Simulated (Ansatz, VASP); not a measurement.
## One calculation of SiAs5, two programs

```xyz
6
Lattice="5.5310 0.0000 0.0000 0.0000 5.5310 0.0000 0.0000 0.0000 5.5310" Properties=species:S:1:pos:R:3 pbc="T T T"
Si    2.7655    2.7655    2.7655
As    4.1097    4.1097    4.1097
As    1.4213    1.4213    4.1097
As    1.4213    4.1097    1.4213
As    4.1097    1.4213    1.4213
As    0.0000    0.0000    0.0000
```

Alike in both runs: functional PBE; k mesh 4 × 4 × 4; occupations gaussian, width 0.1 eV; no spin polarisation.

Ansatz relaxed the structure, and its values are those at the end. VASP's run is a single point on that final structure, the one shown.

```csv
,VASP,Ansatz
version,VASP 6.6.1,Ansatz 0.2.0
potentials or method,"VASP PAW PBE potentials, release 64 (Si, As)","scalar-relativistic, plane waves, PAW"
plane-wave cutoff (eV),520,420
valence electrons in the cell,29,79
```

```tsv
	VASP	Ansatz	Ansatz less VASP
gap on the k mesh at the Fermi level (eV)	none	none	-
pressure (GPa)	0.2	0.0	-0.15
rms of the force components (eV/Å)	0.012	0.013	+0.0012
```

A gap of «none» marks a metal or a gap that the smearing closes. The functional is the same, so the differences come from potentials, cutoffs and numerics. The two sets of potentials don't hold the same shells in valence.
